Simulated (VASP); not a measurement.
Level of theory: LDA (Ceperley-Alder, Perdew-Zunger), VASP's LDA PAW potentials (set 64) (plane waves; VASP).

VASP ran on this input.

KPOINTS:
```
Automatic
0
G
  6 6 6
0 0 0
```

**INCAR**
```
# general
SYSTEM =KTaO3
PREC   =Accurate
ENCUT  =620
LREAL  =.FALSE.
LASPH  =.TRUE.

# electronic loop
EDIFF  =1E-6
NELM   =100
ALGO   =Normal
LMAXMIX=6

# smearing
ISMEAR =0
SIGMA  =0.05

# ions
IBRION =2
NSW    =40
ISIF   =3
EDIFFG =-0.02
PSTRESS=100

# output
LWAVE  =.FALSE.
LCHARG =.FALSE.
```

**POSCAR**
```
KTaO3
1
    3.9042253425    -0.0000000000    -0.0000000000
   -0.0000000000     3.9042253425     0.0000000000
    0.0000000000    -0.0000000000     3.9042253425
K Ta O
1 1 3
Direct
  0.0000000000   0.0000000000   0.0000000000
  0.5000000000   0.5000000000   0.5000000000
  0.5000000000   0.0000000000   0.5000000000
  0.0000000000   0.5000000000   0.5000000000
  0.5000000000   0.5000000000   0.0000000000
```

POTCAR, in this order: K_sv Ta_pv O (LDA.64 set). Program: vasp_std.

What VASP printed:

OSZICAR:
```
       N       E                     dE             d eps       ncg     rms          rms(c)
DAV:   1     0.389515776084E+03    0.38952E+03   -0.24062E+04   920   0.196E+03
DAV:   2    -0.304917007047E+02   -0.42001E+03   -0.40995E+03  1110   0.507E+02
DAV:   3    -0.525894936551E+02   -0.22098E+02   -0.22043E+02  1179   0.113E+02
DAV:   4    -0.531129532028E+02   -0.52346E+00   -0.52315E+00  1636   0.162E+01
DAV:   5    -0.531158293339E+02   -0.28761E-02   -0.28760E-02  1201   0.104E+00    0.406E+01
DAV:   6    -0.452680312482E+02    0.78478E+01   -0.40402E+01  1095   0.470E+01    0.167E+01
DAV:   7    -0.450744488527E+02    0.19358E+00   -0.21282E+00  1228   0.103E+01    0.103E+01
DAV:   8    -0.449929637979E+02    0.81485E-01   -0.27172E-01  1220   0.464E+00    0.112E+00
DAV:   9    -0.449880836934E+02    0.48801E-02   -0.23931E-02  1244   0.113E+00    0.219E-01
DAV:  10    -0.449874399600E+02    0.64373E-03   -0.48431E-03  1284   0.555E-01    0.686E-02
DAV:  11    -0.449874164509E+02    0.23509E-04   -0.35795E-04  1252   0.164E-01    0.308E-02
DAV:  12    -0.449874162405E+02    0.21043E-06   -0.41638E-05  1395   0.467E-02    0.775E-03
DAV:  13    -0.449874158602E+02    0.38035E-06   -0.20349E-06   933   0.109E-02
   1 F= -.41272970E+02 E0= -.41272970E+02  d E =-.412730E+02
```

### OUTCAR
```
------------------------ aborting loop because EDIFF is reached ----------------------------------------
  FORCE on cell =-STRESS in cart. coord.  units (eV):
  Direction    XX          YY          ZZ          XY          YZ          ZX
  --------------------------------------------------------------------------------------
  Total        3.7007196      3.7007196      3.7007196      0.0000000     -0.0000000     -0.0000000
  in kB       99.6304586     99.6304586     99.6304586      0.0000000     -0.0000000     -0.0000000
  external PRESSURE =      -0.3695414 kB  Pullay stress =     100.0000000 kB
  volume of cell :       59.51
      direct lattice vectors                 reciprocal lattice vectors
     3.904225343  0.000000000  0.000000000     0.256132757  0.000000000  0.000000000
     0.000000000  3.904225343  0.000000000     0.000000000  0.256132757  0.000000000
     0.000000000  0.000000000  3.904225343     0.000000000  0.000000000  0.256132757
 POSITION                                       TOTAL-FORCE (eV/Angst)
 -----------------------------------------------------------------------------------
      0.00000      0.00000      0.00000         0.000000      0.000000      0.000000
      1.95211      1.95211      1.95211         0.000000      0.000000      0.000000
      1.95211      0.00000      1.95211         0.000000      0.000000      0.000000
      0.00000      1.95211      1.95211         0.000000      0.000000      0.000000
      1.95211      1.95211      0.00000         0.000000      0.000000      0.000000
 -----------------------------------------------------------------------------------
    total drift:                                0.000000     -0.000000     -0.000000
  FREE ENERGIE OF THE ION-ELECTRON SYSTEM (eV)
  ---------------------------------------------------
  free  energy   TOTEN  =       -44.9874158602 eV

  energy  without entropy=      -44.9874158602  energy(sigma->0) =      -44.98741586
  enthalpy is  TOTEN    =       -41.2729698856 eV   P V=        3.7144459746

 reached required accuracy - stopping structural energy minimisation
```
(Selected blocks of OUTCAR.)

The compound is KTaO3 in the cubic perovskite structure. It was relaxed first under an external pressure of 10 GPa.
